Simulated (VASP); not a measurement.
# What goes wrong when WSe2 is relaxed with a bad input

Aim: see how common mistakes in a VASP relaxation show up, on WSe2. The starting structure is a measured crystal structure from the Crystallography Open Database. The first relaxation on each setting starts from this cell expanded by 3 % in volume.

Program: VASP 6.6.1. Level of theory: Kohn-Sham DFT with plane waves and PAW; PBEsol. Results are calculated unless marked as measured.

## (1) The structure

Symmetry: P6_3/mmc, No. 194, hexagonal system. The conventional cell has a = 3.282 Å, b = 3.282 Å, c = 12.960 Å, α = 90.00°, β = 90.00°, γ = 120.00°. Nearest to W lie 6 Se at 2.53 Å. Se has 3 W at 2.53 Å nearest. Farther neighbours and most contacts between anions are not listed.

## (2) Reference relaxation

This run starts from the cell of an earlier relaxation, which isn't shown; the restart sets up the plane waves anew.

Input file INCAR:

```
SYSTEM = WSe2
PREC = Accurate
ENCUT = 450
EDIFF = 1E-06
NELM = 100
ISMEAR = 0
SIGMA = 0.03
LREAL = .FALSE.
ALGO = Normal
GGA = PS
NBANDS = 24
LASPH = .TRUE.
LORBIT = 11
LWAVE = .FALSE.
LCHARG = .FALSE.
KPAR = 8
IBRION = 2
NSW = 50
ISIF = 3
EDIFFG = -0.006
```

Input file POSCAR:

```
WSe2
1.0
    3.2684435790      0.0000000000      0.0000000000
   -1.6342217895      2.8305551703      0.0000000000
    0.0000000000      0.0000000000     13.2220648979
W Se
2 4
Direct
    0.6666666667      0.3333333333      0.7500000000
    0.3333333333      0.6666666667      0.2500000000
    0.6666666667      0.3333333333      0.3766399638
    0.3333333333      0.6666666667      0.8766399638
    0.6666666667      0.3333333333      0.1233600362
    0.3333333333      0.6666666667      0.6233600362
```

Input file KPOINTS:

```
Automatic mesh
0
Gamma
9 9 2
0 0 0
```

PAW data sets: W and Se (PBE family, release 64).

Run with:

```console
> mpirun -np 8 vasp_std
```

The program printed:

```text
[banner, memory and clock lines left out]
running    8 mpi-ranks, on    1 nodes
 distrk:  each k-point on    1 cores,    8 groups
 distr:  one band on    1 cores,    1 groups

 POSCAR found type information on POSCAR W Se
 POSCAR found :  2 types and       6 ions
|                                                                             |
|           W    W    AA    RRRRR   N    N  II  N    N   GGGG   !!!           |
|           W    W   A  A   R    R  NN   N  II  NN   N  G    G  !!!           |
|           W    W  A    A  R    R  N N  N  II  N N  N  G       !!!           |
|           W WW W  AAAAAA  RRRRR   N  N N  II  N  N N  G  GGG   !            |
|           WW  WW  A    A  R   R   N   NN  II  N   NN  G    G                |
|           W    W  A    A  R    R  N    N  II  N    N   GGGG   !!!           |
|                                                                             |
|     For optimal performance we recommend to set                             |
|       NCORE = 2 up to number-of-cores-per-socket                            |
|     NCORE specifies how many cores store one orbital (NPAR=cpu/NCORE).      |
|     This setting can greatly improve the performance of VASP for DFT.       |
|     The default, NCORE=1 might be grossly inefficient on modern             |
|     multi-core architectures or massively parallel machines. Do your        |
|     Unfortunately you need to use the default for GW and RPA                |
|     calculations (for HF NCORE is supported but not extensively tested      |
|     yet).                                                                   |
|                                                                             |

|                                                                             |
|               ----> ADVICE to this user running VASP <----                  |
|                                                                             |
|     You enforced a specific xc type in the INCAR file but a different       |
|     [... a line on the potential file left out ...]
|     I HOPE YOU KNOW WHAT YOU ARE DOING!                                     |
|                                                                             |

 LDA part: xc-table for (Slater+PW92), standard interpolation
 POSCAR, INCAR and KPOINTS ok, starting setup
 FFT: planning ... GRIDC
 FFT: planning ... GRID_SOFT
 FFT: planning ... GRID
 WAVECAR not read
 entering main loop
       N       E                     dE             d eps       ncg     rms          rms(c)
DAV:   1     0.164617546953E+03    0.16462E+03   -0.14311E+04  1152   0.116E+03
DAV:   2    -0.353010762900E+02   -0.19992E+03   -0.19215E+03  1552   0.247E+02
DAV:   3    -0.484697799709E+02   -0.13169E+02   -0.13060E+02  1536   0.635E+01
DAV:   4    -0.487004790389E+02   -0.23070E+00   -0.23016E+00  1560   0.896E+00
DAV:   5    -0.487044529863E+02   -0.39739E-02   -0.39712E-02  1560   0.102E+00    0.329E+01
DAV:   6    -0.471291868956E+02    0.15753E+01   -0.72104E+00  1720   0.127E+01    0.132E+01
DAV:   7    -0.468639732812E+02    0.26521E+00   -0.39983E+00  1536   0.101E+01    0.779E+00
DAV:   8    -0.466809412998E+02    0.18303E+00   -0.60335E-01  1576   0.462E+00    0.671E-01
DAV:   9    -0.466796324603E+02    0.13088E-02   -0.59414E-02  1536   0.128E+00    0.423E-01
DAV:  10    -0.466788476244E+02    0.78484E-03   -0.57862E-03  1528   0.430E-01    0.229E-01
DAV:  11    -0.466788230373E+02    0.24587E-04   -0.86606E-04  1456   0.152E-01    0.147E-01
DAV:  12    -0.466788071031E+02    0.15934E-04   -0.28592E-04  1616   0.966E-02    0.390E-02
DAV:  13    -0.466788096373E+02   -0.25342E-05   -0.20655E-05  1544   0.253E-02    0.873E-03
DAV:  14    -0.466788095969E+02    0.40337E-07   -0.11735E-06  1008   0.674E-03
   1 F= -.46678810E+02 E0= -.46678810E+02  d E =-.466788E+02
 curvature:   0.00 expect dE= 0.000E+00 dE for cont linesearch  0.000E+00
 trial: gam= 0.00000 g(F)=  0.189E-05 g(S)=  0.132E-04 ort = 0.000E+00 (trialstep = 0.100E+01)
 search vector abs. value=  0.151E-04
 reached required accuracy - stopping structural energy minimisation
```

It took 14 s on 8 MPI ranks of AMD EPYC 7R43, shared host; peak memory 1.9 GiB; 1.7 min of CPU time.

The logs omit lines about the potential files and the build; timing stands in the text.

From OUTCAR (step 2):

```text
ion  position               nearest neighbor table
   1  0.667  0.333  0.750-   4 2.52   6 2.52   4 2.52   6 2.52   4 2.52   6 2.52
   2  0.333  0.667  0.250-   3 2.52   5 2.52   3 2.52   5 2.52   3 2.52   5 2.52
   3  0.667  0.333  0.377-   2 2.52   2 2.52   2 2.52
   4  0.333  0.667  0.877-   1 2.52   1 2.52   1 2.52
   5  0.667  0.333  0.123-   2 2.52   2 2.52   2 2.52
   6  0.333  0.667  0.623-   1 2.52   1 2.52   1 2.52

  LATTYP: Found a hexagonal cell.
 ALAT       =     3.2684435790
 C/A-ratio  =     4.0453703967

 Subroutine GETGRP returns: Found 24 space group operations
 (whereof 12 operations were pure point group operations)

The static configuration has the point symmetry D_3d.
 The point group associated with its full space group is D_6h.

 Found     24 irreducible k-points:

   k-points           NKPTS =     24   k-points in BZ     NKDIM =     24   number of bands    NBANDS=     24

   dimension x,y,z NGX =    24 NGY =   24 NGZ =   96
   dimension x,y,z NGXF=    48 NGYF=   48 NGZF=  192

   ENCUT  =  450.0 eV  33.07 Ry    5.75 a.u.   5.65  5.65 22.87*2*pi/ulx,y,z

   NELECT =      36.0000    total number of electrons

 k-points in reciprocal lattice and weights: Automatic mesh
   0.00000000  0.00000000  0.00000000       0.006
   0.11111111 -0.00000000  0.00000000       0.037
   0.22222222 -0.00000000  0.00000000       0.037
   0.33333333 -0.00000000  0.00000000       0.037
   0.44444444 -0.00000000  0.00000000       0.037
   0.11111111  0.11111111  0.00000000       0.037
   0.22222222  0.11111111  0.00000000       0.074
   0.33333333  0.11111111  0.00000000       0.074
   0.44444444  0.11111111  0.00000000       0.037
[...]
0.33333333  0.22222222  0.50000000       0.074
   0.33333333  0.33333333  0.50000000       0.012

 average (electrostatic) potential at core
       1 -40.5292       2 -40.5292       3 -53.2598       4 -53.2598       5 -53.2598
       6 -53.2598

 E-fermi :   5.1746

 k-point     1 :       0.0000    0.0000    0.0000
  band No.  band energies     occupation
    ...
     14       3.6397      2.00000
     15       3.6397      2.00000
     16       3.8402      2.00000
     17       3.9125      2.00000
     18       5.0026      2.00000
     19       7.8342      0.00000
     20       7.8343      0.00000
     21       7.8755      0.00000
     22       7.8755      0.00000
     23       7.9542      0.00000
    ...

 k-point     2 :       0.1111   -0.0000    0.0000
  band No.  band energies     occupation
    ...
     14       3.3345      2.00000
     15       3.4998      2.00000
     16       3.9552      2.00000
     17       4.1594      2.00000
     18       4.7383      2.00000
     19       7.2581      0.00000
     20       7.4730      0.00000
     21       7.5943      0.00000
     22       7.6008      0.00000
     23       7.6936      0.00000
    ...

 k-point     3 :       0.2222   -0.0000    0.0000
  band No.  band energies     occupation
    ...
     14       3.0894      2.00000
     15       3.1422      2.00000
     16       3.7055      2.00000
     17       3.8310      2.00000
     18       4.0091      2.00000
     19       6.4311      0.00000
     20       7.2498      0.00000
     21       7.3096      0.00000
     22       7.3357      0.00000
     23       7.4616      0.00000
    ...

  Total       -0.0188363     -0.0188363     -0.0305188      0.0000000      0.0000000      0.0000000
  in kB       -0.2467138     -0.2467138     -0.3997288      0.0000000      0.0000000      0.0000000
  external PRESSURE =      -0.2977188 kB  Pullay stress =       0.0000000 kB

  energy-cutoff  :      450.00
  volume of cell :      122.32
      direct lattice vectors                 reciprocal lattice vectors
     3.268443579  0.000000000  0.000000000     0.305956023  0.176643792  0.000000000
    -1.634221789  2.830555170  0.000000000     0.000000000  0.353287585  0.000000000
     0.000000000  0.000000000 13.222064898     0.000000000  0.000000000  0.075631152

 POSITION                                       TOTAL-FORCE (eV/Angst)
 -----------------------------------------------------------------------------------
      1.63422      0.94352      9.91655        -0.000000      0.000000      0.000000
     -0.00000      1.88704      3.30552         0.000000     -0.000000      0.000000
      1.63422      0.94352      4.97996         0.000000     -0.000000     -0.003130
     -0.00000      1.88704     11.59099        -0.000000      0.000000     -0.003130
      1.63422      0.94352      1.63107         0.000000     -0.000000      0.003130
     -0.00000      1.88704      8.24211        -0.000000     -0.000000      0.003130
 -----------------------------------------------------------------------------------
    total drift:                               -0.000000      0.000000     -0.000000

  FREE ENERGIE OF THE ION-ELECTRON SYSTEM (eV)
  ---------------------------------------------------
  free  energy   TOTEN  =       -46.6788095969 eV

  energy  without entropy=      -46.6788095969  energy(sigma->0) =      -46.67880960

 reached required accuracy - stopping structural energy minimisation

 total charge
# of ion       s       p       d       tot
------------------------------------------
    1        0.539   0.633   4.240   5.412
    2        0.539   0.633   4.240   5.412
    3        1.477   2.345   0.072   3.894
    4        1.477   2.345   0.072   3.894
    5        1.477   2.345   0.072   3.894
    6        1.477   2.345   0.072   3.894
--------------------------------------------------
tot          6.984  10.647   8.769  26.400

[... 3 further parts left out ...]
```

The PAW data sets were made with PBE, which is usual practice but a small mismatch for other functionals. The data set W keeps the semicore shell frozen, which is cheaper and a little less accurate. The run keeps the 24 symmetry operations of its start, so it cannot find a distortion of lower symmetry.

The reference relaxation ends at 20.387 Å³ an atom.

## (3) Relaxation with too few ionic steps

A slip made on purpose: too few ionic steps. Against step 2 the input has NSW = 2 (also changed: NELM).

INCAR: that of step 2 with these lines changed.

```diff
@@ -4,3 +4,3 @@
 EDIFF = 1E-06
-NELM = 100
+NELM = 60
 ISMEAR = 0
@@ -17,3 +17,3 @@
 IBRION = 2
-NSW = 50
+NSW = 2
 ISIF = 3
```

Input file POSCAR:

```
WSe2
1.0
    3.3144971630      0.0000000000      0.0000000000
   -1.6572485815      2.8704387439      0.0000000000
    0.0000000000      0.0000000000     13.0883251773
W Se
2 4
Direct
    0.6666666667      0.3333333333      0.7500000000
    0.3333333333      0.6666666667      0.2500000000
    0.6666666667      0.3333333333      0.3789000000
    0.3333333333      0.6666666667      0.8789000000
    0.6666666667      0.3333333333      0.1211000000
    0.3333333333      0.6666666667      0.6211000000
```

KPOINTS is that of step 2.

Run with:

```console
> mpirun -np 8 vasp_std
```

The program printed:

```text
[banner, memory and clock lines left out]
running    8 mpi-ranks, on    1 nodes
[...]
[... a notice as in an earlier step ...]

 [... a notice as in an earlier step ...]

 LDA part: xc-table for (Slater+PW92), standard interpolation
 POSCAR, INCAR and KPOINTS ok, starting setup
[...]
entering main loop
       N       E                     dE             d eps       ncg     rms          rms(c)
DAV:   1     0.167635068878E+03    0.16764E+03   -0.14326E+04  1152   0.116E+03
DAV:   2    -0.347489664297E+02   -0.20238E+03   -0.19544E+03  1592   0.249E+02
DAV:   3    -0.485194592648E+02   -0.13770E+02   -0.13630E+02  1536   0.634E+01
DAV:   4    -0.487759650776E+02   -0.25651E+00   -0.25584E+00  1568   0.949E+00
[...]
DAV:  12    -0.466115142103E+02   -0.98389E-05   -0.22233E-04  1632   0.807E-02    0.365E-02
DAV:  13    -0.466115160385E+02   -0.18281E-05   -0.13615E-05  1624   0.203E-02    0.101E-02
DAV:  14    -0.466115159621E+02    0.76322E-07   -0.13954E-06  1032   0.690E-03
   1 F= -.46611516E+02 E0= -.46611516E+02  d E =-.466115E+02
[...]
N       E                     dE             d eps       ncg     rms          rms(c)
DAV:   1    -0.469314468044E+02   -0.31993E+00   -0.19642E+01  1184   0.249E+01    0.884E+00
DAV:   2    -0.465350656260E+02    0.39638E+00   -0.69821E-01  1232   0.436E+00    0.552E+00
DAV:   3    -0.463781141551E+02    0.15695E+00   -0.55757E-01  1280   0.334E+00    0.982E-01
DAV:   4    -0.463782092315E+02   -0.95076E-04   -0.19255E-02  1296   0.717E-01    0.603E-01
DAV:   5    -0.463781609592E+02    0.48272E-04   -0.17033E-03  1504   0.241E-01    0.153E-01
DAV:   6    -0.463777907018E+02    0.37026E-03   -0.13380E-03  1280   0.154E-01    0.462E-02
DAV:   7    -0.463777937975E+02   -0.30957E-05   -0.39690E-05  1568   0.351E-02    0.400E-02
DAV:   8    -0.463777906638E+02    0.31338E-05   -0.63011E-06  1360   0.124E-02    0.831E-03
DAV:   9    -0.463777905364E+02    0.12736E-06   -0.34112E-07   816   0.329E-03
   2 F= -.46377791E+02 E0= -.46377791E+02  d E =0.233725E+00
 trial-energy change:    0.233725  1 .order    0.260767   -0.366612    0.888146
 step:   0.3203(harm=  0.2922)  dis= 0.00825  next Energy=   -46.671123 (dE=-0.596E-01)
```

Run time: 27 s. Hardware: 8 MPI ranks; peak memory 2 GiB.

Parts of OUTCAR (step 3):

```text
  Total        7.2525367      7.2525367     10.8940610      0.0000000      0.0000000      0.0000000
  in kB      101.8886354    101.8886354    153.0472798      0.0000000      0.0000000      0.0000000
  external PRESSURE =     118.9415169 kB  Pullay stress =       0.0000000 kB

 POSITION                                       TOTAL-FORCE (eV/Angst)
 -----------------------------------------------------------------------------------
      1.60802      0.92839      9.54911         0.000000     -0.000000     -0.000000
     -0.00000      1.85678      3.18304        -0.000000      0.000000     -0.000000
      1.60802      0.92839      4.79915         0.000000     -0.000000      1.560689
     -0.00000      1.85678     11.16523        -0.000000      0.000000      1.560689
      1.60802      0.92839      1.56692         0.000000     -0.000000     -1.560689
     -0.00000      1.85678      7.93300        -0.000000      0.000000     -1.560689
 -----------------------------------------------------------------------------------
    total drift:                                0.000000     -0.000000      0.000000

  FREE ENERGIE OF THE ION-ELECTRON SYSTEM (eV)
  ---------------------------------------------------
  free  energy   TOTEN  =       -46.3777905364 eV

  energy  without entropy=      -46.3777905364  energy(sigma->0) =      -46.37779054

[... 1 part as in an earlier step ...]

[... 2 further parts left out ...]
[key lines of the parts left out:]
E-fermi :   6.0707
```

The relaxation used up its 2 ionic steps (NSW) before forces and stress met EDIFFG.

## (4) Relaxation with an ionic step far too long

A slip made on purpose: an ionic step far too long. Against step 2 the input has IBRION = 1 and POTIM = 2 (also changed: NELM and NSW).

INCAR: that of step 3 with these lines changed.

```diff
@@ -16,5 +16,6 @@
 KPAR = 8
-IBRION = 2
-NSW = 2
+IBRION = 1
+NSW = 30
 ISIF = 3
 EDIFFG = -0.006
+POTIM = 2
```

POSCAR is that of step 3.

KPOINTS is that of step 3.

Run with:

```console
> mpirun -np 8 vasp_std
```

The program printed:

```text
[... set-up lines as in an earlier step ...]
 entering main loop
       N       E                     dE             d eps       ncg     rms          rms(c)
[... 14 cycles as in an earlier step ...]
   1 F= -.46611516E+02 E0= -.46611516E+02  d E =-.466115E+02
[... from here on, the cycles between the ionic steps are left out ...]
   2 F= -.34284444E+02 E0= -.34284444E+02  d E =0.123271E+02
   3 F= -.46592392E+02 E0= -.46592392E+02  d E =-.123079E+02
   5 F= -.45377910E+02 E0= -.45377910E+02  d E =-.486847E+00
   7 F= -.46676131E+02 E0= -.46676131E+02  d E =-.152202E-01
   9 F= -.46657549E+02 E0= -.46657549E+02  d E =0.172862E-01
  11 F= -.46244785E+02 E0= -.46244785E+02  d E =0.263218E+00
  13 F= -.46677676E+02 E0= -.46677676E+02  d E =-.527513E+00
  15 F= -.46669530E+02 E0= -.46669530E+02  d E =0.803572E-02
  17 F= -.46518258E+02 E0= -.46518258E+02  d E =0.104175E+00
  19 F= -.46679220E+02 E0= -.46679220E+02  d E =-.386134E+00
  21 F= -.46679240E+02 E0= -.46679240E+02  d E =-.625534E-05
  23 F= -.46679219E+02 E0= -.46679219E+02  d E =-.502093E-03
  25 F= -.46677759E+02 E0= -.46677759E+02  d E =0.146224E-02
  27 F= -.46677018E+02 E0= -.46677018E+02  d E =0.214154E-02
  29 F= -.46657721E+02 E0= -.46657721E+02  d E =0.172422E-01
  30 F= -.46651512E+02 E0= -.46651512E+02  d E =0.620976E-02
 BRION: g(F)=  0.133E+00 g(S)=  0.254E+00 retain N=  2 mean eig= 0.47
 eig:   0.468  0.468
```

Wall time 4.3 min (8 MPI ranks); peak memory 2.2 GiB.

From OUTCAR (step 4):

```text
  Total       -0.1794760     -0.1794760      2.8007968     -0.0000000      0.0000000     -0.0000000
  in kB       -2.3443594     -2.3443594     36.5847021     -0.0000000      0.0000000     -0.0000000
  external PRESSURE =      10.6319944 kB  Pullay stress =       0.0000000 kB

 POSITION                                       TOTAL-FORCE (eV/Angst)
 -----------------------------------------------------------------------------------
      1.64590      0.95026      9.80300         0.000000      0.000000      0.000000
     -0.00000      1.90052      3.26767         0.000000      0.000000      0.000000
      1.64590      0.95026      4.91031        -0.000000      0.000000      0.414670
     -0.00000      1.90052     11.44565        -0.000000     -0.000000      0.414670
      1.64590      0.95026      1.62502         0.000000      0.000000     -0.414670
     -0.00000      1.90052      8.16035         0.000000     -0.000000     -0.414670
 -----------------------------------------------------------------------------------
    total drift:                                0.000000     -0.000000      0.000000

  FREE ENERGIE OF THE ION-ELECTRON SYSTEM (eV)
  ---------------------------------------------------
  free  energy   TOTEN  =       -46.6515117063 eV

  energy  without entropy=      -46.6515117063  energy(sigma->0) =      -46.65151171

[... 1 part as in an earlier step ...]

[... 2 further parts left out ...]
[key lines of the parts left out:]
E-fermi :   5.2912
```

Logs of long relaxations may skip ionic steps without a mark.

The relaxation used up its 30 ionic steps (NSW) before forces and stress met EDIFFG.

(Continued in part 2 of 2.)

[Lines on the potential files, build, host, timing and source positions are cut from VASP's logs without a mark.]

[Logs are printed without paths, hosts, clocks, repeated set-up lines and the standing remarks that a program may print on its own settings, such as how far it seeks lower states.]

[Hosts, paths, dates, database ids (printed as entryN), source tags and the programs' standing remarks are cut or masked in the printed files.]
